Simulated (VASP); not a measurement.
Level of theory: PW91 GGA, VASP's PBE PAW potentials (set 64) (plane waves; VASP 6.6.1).

A VASP calculation is set up with these files.

### POSCAR
```
ZnSe
1.0
  0.0000000000   2.8350000000   2.8350000000
  2.8350000000   0.0000000000   2.8350000000
  2.8350000000   2.8350000000   0.0000000000
Zn Se
1 1
Cart
  0.0000000000   0.0000000000   0.0000000000
  1.4175000000   1.4175000000   1.4175000000
```

**INCAR**
```
! general
SYSTEM =ZnSe
PREC   =Accurate
ENCUT  =520   ! plane-wave cut-off (eV)
LREAL  =F
LASPH  =T

! electronic loop
EDIFF  =1E-6
NELM   =100   ! most electronic steps
ALGO   =Normal   ! blocked Davidson
LMAXMIX=4   ! l cut-off of mixed one-centre charges

! smearing
ISMEAR =0   ! Gaussian
SIGMA  =0.05   ! width (eV)

! functional
GGA    =91

! ions
IBRION =2
NSW    =60   ! most ionic steps
ISIF   =3   ! ions, shape and volume
EDIFFG =-0.01   ! ionic stop

! output
LWAVE  =F
LCHARG =F
```

### KPOINTS
```
K-points
0
gamma
7 7 7
0 0 0
```

POTCAR, in this order: Zn Se (PBE.64 set). Program: vasp_std.

Energy and stress use the plane-wave basis of the starting cell.

What does the run give for the energy per atom (σ→0), volume per atom, band gap (on the k-mesh)?

```yaml
energy per atom (σ→0): -3.038 eV/atom
band gap (on the k-mesh): 1.13 eV
volume_per_atom: 23.63 Å^3/atom
```

File OSZICAR:
```
...
       N       E                     dE             d eps       ncg     rms          rms(c)
DAV:   1    -0.607646885557E+01   -0.45406E-03   -0.62047E-03   620   0.165E+00    0.153E-01
DAV:   2    -0.607606154077E+01    0.40731E-03   -0.14793E-03   615   0.104E+00    0.560E-02
DAV:   3    -0.607601054976E+01    0.50991E-04   -0.52084E-05   550   0.631E-02    0.267E-02
DAV:   4    -0.607599795621E+01    0.12594E-04   -0.69186E-06   588   0.306E-02    0.105E-02
DAV:   5    -0.607599612627E+01    0.18299E-05   -0.12036E-06   275   0.254E-02    0.103E-03
DAV:   6    -0.607599621194E+01   -0.85666E-07   -0.10096E-06   260   0.161E-02
   4 F= -.60759962E+01 E0= -.60759962E+01  d E =-.105168E-01
```

The compound is ZnSe in the zinc blende structure. This run relaxes it. Symmetry was kept, so distortions that lower it aren't found.
